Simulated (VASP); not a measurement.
Take BeSe (zinc blende), without spin-orbit terms, in VASP with PAW potentials, and its band gap. The mesh is coarse and the basis finite, so the quasiparticle values are not converged.

Problem. One run gives 2.40 eV. Which level is it?
(A) rev-vdW-DF2 (own cell)
(B) LDA (own cell)
(C) PBE (own cell)
(D) G0W0@PBE (starting cell)

Solution. B, LDA (own cell).  The others give 3.89 (G0W0@PBE (starting cell)), 2.63 (rev-vdW-DF2 (own cell)), 2.67 (PBE (own cell)).

Only levels that ran to the end are used. Left out are those held back, those with too coarse a band path, GW runs whose mesh misses a band edge, hybrids' fits of cells that aren't cubic and levels without matching references; a question may draw on a part of the rest.

The compound is BeSe in the zinc blende structure.
